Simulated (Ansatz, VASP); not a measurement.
# ZnInC4N4 in VASP and in Ansatz

```xyz
10
Lattice="6.1156 0.0000 0.0000 0.0000 6.1156 0.0000 0.0000 0.0000 6.1156" Properties=species:S:1:pos:R:3 pbc="T T T"
Zn    3.0578    3.0578    3.0578
In    0.0000    0.0000    0.0000
C     1.2496    1.2496    1.2496
C     1.2496    4.8660    4.8660
C     4.8660    1.2496    4.8660
C     4.8660    4.8660    1.2496
N     1.9259    1.9259    1.9259
N     1.9259    4.1897    4.1897
N     4.1897    1.9259    4.1897
N     4.1897    4.1897    1.9259
```

Alike in both runs: functional PBE; k mesh 4 × 4 × 4; occupations gaussian, width 0.1 eV; no spin polarisation.

Ansatz relaxed the structure, and its values are those at the end. VASP's run is a single point on that final structure, the one shown.

|  | VASP | Ansatz |
| --- | --- | --- |
| version | VASP 6.6.1 | Ansatz 0.2.0 |
| potentials or method | VASP PAW PBE potentials, release 64 (Zn, In_d, C, N) | scalar-relativistic, plane waves, PAW |
| plane-wave cutoff (eV) | 520 | 420 |
| valence electrons in the cell | 61 | 61 |

|  | VASP | Ansatz | Ansatz less VASP |
| --- | --- | --- | --- |
| gap on the k mesh at the Fermi level (eV) | none | none | - |
| pressure (GPa) | 0.6 | 0.2 | -0.37 |
| rms of the force components (eV/Å) | 0.181 | 0.004 | -0.1780 |

A gap of «none» marks a metal or a gap that the smearing closes. One of these differences is far larger than is usual between the two programs; its cause wasn't traced. With one functional, cell and mesh, what is left measures potentials, basis and numerics.

Caveats: the standard files for N, O and F lose accuracy on very short bonds.
